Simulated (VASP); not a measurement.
PtSe2:

```xyz
3
Lattice="3.7240 0.0000 0.0000 -1.8620 3.2251 0.0000 0.0000 0.0000 5.0620" Properties=species:S:1:pos:R:3 pbc="T T T"
Pt    0.0000    0.0000    0.0000
Se    0.0000    2.1501    1.2655
Se    1.8620    1.0750    3.7965
```

| Property | Result |
| --- | --- |
| Program | VASP 6.6.1 |
| Task | relaxation of cell and atoms |
| Functional | PBE |
| Dispersion | D4 |
| Potentials or basis | VASP PAW PBE potentials, release 64 (Pt, Se) |
| Cutoff | 520 eV |
| k mesh | 9 × 9 × 6 |
| Occupations | gaussian, width 0.02 eV |
| Spin | no spin polarisation |

At the start: pressure 3.6 GPa; volume 20.27 Å³/atom.

Problem. Where does the relaxation end?

Solution. Over 15 steps the energy falls by 16.9 meV/atom and the volume is 19.80 Å³/atom (-2.3 %); space group P-3m1 (No. 164, to 0.05 Å).

The path:
```tsv
step	energy change (eV)	largest force (eV/Å)	pressure (GPa)	volume (Å³)
1	0.0000	0.6265	3.58	60.80
2	0.0337	0.4085	-5.99	64.87
3	-0.0251	0.1837	-0.59	62.35
4	-0.0251	0.1919	-0.50	62.32
5	-0.0303	0.1621	-0.43	61.94
6	-0.0419	0.0675	-0.11	60.81
7	-0.0426	0.1527	0.94	58.58
8	-0.0466	0.0185	0.35	59.76
9	-0.0481	0.1360	-1.17	59.95
10	-0.0489	0.0945	-0.62	59.88
11	-0.0505	0.0094	0.04	59.33
12	-0.0506	0.0034	-0.04	59.40
13	-0.0506	0.0052	-0.05	59.41
14	-0.0506	0.0013	0.05	59.39
15	-0.0506	0.0017	0.00	59.40
```

Final structure:
```
Pt Se
1.0
     3.77035    0.00000    0.00000
    -1.88517    3.26522    0.00000
     0.00000    0.00000    4.82467
Pt Se
1 2
Direct
  0.00000 0.00000 0.00000
  0.33333 0.66667 0.26595
  0.66667 0.33333 0.73405
```

Caveat: pairwise dispersion overbinds metals, which lowers pressure and volume.
